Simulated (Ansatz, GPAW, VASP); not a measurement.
**K3Ge: 3 runs at one level of theory**

```xyz
4
Lattice="0.0000 4.3110 4.3110 4.3110 0.0000 4.3110 4.3110 4.3110 0.0000" Properties=species:S:1:pos:R:3 pbc="T T T"
Ge   -0.0416    0.0493   -0.0239
K     4.3169    4.3010    4.3404
K     6.4428    6.4264    6.3959
K     2.1920    2.1571    2.1456
```

The cell comes from a database or a generator and needn't be the stable form of this composition.

Atoms were shifted at random by some hundredths of an Å from the given cell, which wasn't relaxed again for these runs.

Alike in all runs: task single point; functional PBE; k mesh 6 × 6 × 6; occupations fermi-dirac, width 0.05 eV; no spin polarisation; no spin-orbit coupling. Pressure is positive in compression and, in plane waves, holds the error of the finite cutoff, which Ansatz's Pulay term estimates and takes out.

| program and potentials | plane-wave cutoff (eV) | notes | band gap (eV) | pressure (GPa) | largest force (eV/Å) | energy over the undisturbed cell (meV/atom) |
| --- | --- | --- | --- | --- | --- | --- |
| Ansatz, Ansatz PAW | 420 | 10.25 valence electrons an atom on average | no gap | 0.07 | 0.108 | 1.97 |
| VASP, PBE PAW files Ge_d, K_sv, 520 eV | 520 | 10.25 valence electrons an atom on average | no gap | 0.06 | 0.108 | - |
| GPAW, GPAW PAW data sets (gpaw-data 1.2.1) | 600 | 7.75 valence electrons an atom on average | no gap | 0.05 | 0.107 | 1.97 |

Force on atom 3 (K), eV/Å:

```json
{"program and potentials": "Ansatz, Ansatz PAW", "x": "0.022", "y": "0.064", "z": "0.084"}
{"program and potentials": "VASP, PBE PAW files Ge_d, K_sv, 520 eV", "x": "0.022", "y": "0.064", "z": "0.084"}
{"program and potentials": "GPAW, GPAW PAW data sets (gpaw-data 1.2.1)", "x": "0.022", "y": "0.064", "z": "0.083"}
```

None finds a gap. The pressure spans 0.05 (GPAW, GPAW PAW data sets (gpaw-data 1.2.1)) to 0.07 GPa (Ansatz, Ansatz PAW).

The functional is the same throughout but for its coding, so the spread measures potentials, basis and numerics; runs on potential files found faulty are left out.
